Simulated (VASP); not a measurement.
Output of a VASP run:

OSZICAR:
```
       N       E                     dE             d eps       ncg     rms          rms(c)
DAV:   1     0.704951044904E+02    0.70495E+02   -0.70071E+03  1136   0.134E+03
DAV:   2    -0.161025866472E+02   -0.86598E+02   -0.80799E+02  1132   0.252E+02
DAV:   3    -0.205848717788E+02   -0.44823E+01   -0.42892E+01  1456   0.658E+01
DAV:   4    -0.206958030496E+02   -0.11093E+00   -0.11033E+00  1360   0.991E+00
DAV:   5    -0.206994054833E+02   -0.36024E-02   -0.36008E-02  1512   0.187E+00    0.141E+01
DAV:   6    -0.247005198244E+02   -0.40011E+01   -0.43282E+01  1412   0.138E+02    0.189E+01
DAV:   7    -0.192791711311E+02    0.54213E+01   -0.17893E+01  1524   0.109E+02    0.330E+00
DAV:   8    -0.193122325398E+02   -0.33061E-01   -0.11170E+00  1360   0.929E+00    0.191E+00
DAV:   9    -0.192768627076E+02    0.35370E-01   -0.11319E-01  1416   0.703E+00    0.458E-01
DAV:  10    -0.192768463255E+02    0.16382E-04   -0.66051E-03  1572   0.108E+00    0.920E-02
DAV:  11    -0.192767746979E+02    0.71628E-04   -0.50944E-04  1672   0.437E-01    0.415E-02
DAV:  12    -0.192768032212E+02   -0.28523E-04   -0.60491E-05  1220   0.721E-02    0.266E-02
DAV:  13    -0.192768024999E+02    0.72128E-06   -0.45064E-06  1464   0.185E-02    0.467E-03
DAV:  14    -0.192768026533E+02   -0.15342E-06   -0.92791E-07  1512   0.142E-02    0.336E-03
DAV:  15    -0.192768027904E+02   -0.13710E-06   -0.20724E-07   984   0.978E-03    0.558E-04
DAV:  16    -0.192768028624E+02   -0.71958E-07   -0.73039E-08   680   0.211E-03
   1 F= -.19276803E+02 E0= -.19277199E+02  d E =0.118845E-02
```

**OUTCAR**
```
------------------------ aborting loop because EDIFF is reached ----------------------------------------
  FORCE on cell =-STRESS in cart. coord.  units (eV):
  Direction    XX          YY          ZZ          XY          YZ          ZX
  --------------------------------------------------------------------------------------
  Total       -1.2543499     -1.2543499     -1.2543499     -0.0000000     -0.0000000      0.0000000
  in kB      -50.7036482    -50.7036482    -50.7036482     -0.0000000     -0.0000000      0.0000000
  external PRESSURE =     -50.7036482 kB  Pullay stress =       0.0000000 kB
  volume of cell :       39.64
      direct lattice vectors                 reciprocal lattice vectors
     0.000000000  2.706159286  2.706159286    -0.184763699  0.184763699  0.184763699
     2.706159286  0.000000000  2.706159286     0.184763699 -0.184763699  0.184763699
     2.706159286  2.706159286  0.000000000     0.184763699  0.184763699 -0.184763699
 POSITION                                       TOTAL-FORCE (eV/Angst)
 -----------------------------------------------------------------------------------
      0.00000      0.00000      0.00000        -0.000000      0.000000      0.000000
      1.35308      1.35308      1.35308         0.000000      0.000000      0.000000
      4.05924      4.05924      4.05924        -0.000000     -0.000000     -0.000000
 -----------------------------------------------------------------------------------
    total drift:                               -0.000000     -0.000000      0.000000
  FREE ENERGIE OF THE ION-ELECTRON SYSTEM (eV)
  ---------------------------------------------------
  free  energy   TOTEN  =       -19.2768028624 eV

  energy  without entropy=      -19.2779913143  energy(sigma->0) =      -19.27719901
```
(Selected blocks of OUTCAR.)

File POSCAR:
```
CoSi2
1
    0.0000000000     2.7061592860     2.7061592860
    2.7061592860     0.0000000000     2.7061592860
    2.7061592860     2.7061592860     0.0000000000
Co Si
1 2
Direct
  0.0000000000   0.0000000000   0.0000000000
  0.2500000000   0.2500000000   0.2500000000
  0.7500000000   0.7500000000   0.7500000000
```

Problem. Reconstruct the remaining input files.

Solution. This is not unique; one that fits is the input of the run itself, PBE GGA, plane waves, VASP's PBE PAW potentials (set 64).

File KPOINTS:
```
Automatic mesh
0
Gamma
10 10 10
0 0 0
```

INCAR:
```
ALGO = Normal
EDIFF = 1E-7
ENCUT = 520
GGA = PE
ISIF = 2
ISMEAR = 1
LASPH = .TRUE.
LCHARG = .FALSE.
LMAXMIX = 4
LREAL = .FALSE.
LWAVE = .FALSE.
NELM = 100
PREC = Accurate
SIGMA = 0.1
SYSTEM = CoSi2
```

POTCAR, in this order: Co Si (PBE.64 set). Program: vasp_std.

The compound is CoSi2 in the fluorite structure. This cell is one point of a volume scan, at 1.03 of the reference volume. The run is not spin-polarised, so no magnetic state was tried. The electron count is odd and the run is not spin-polarised, which forces a metal.
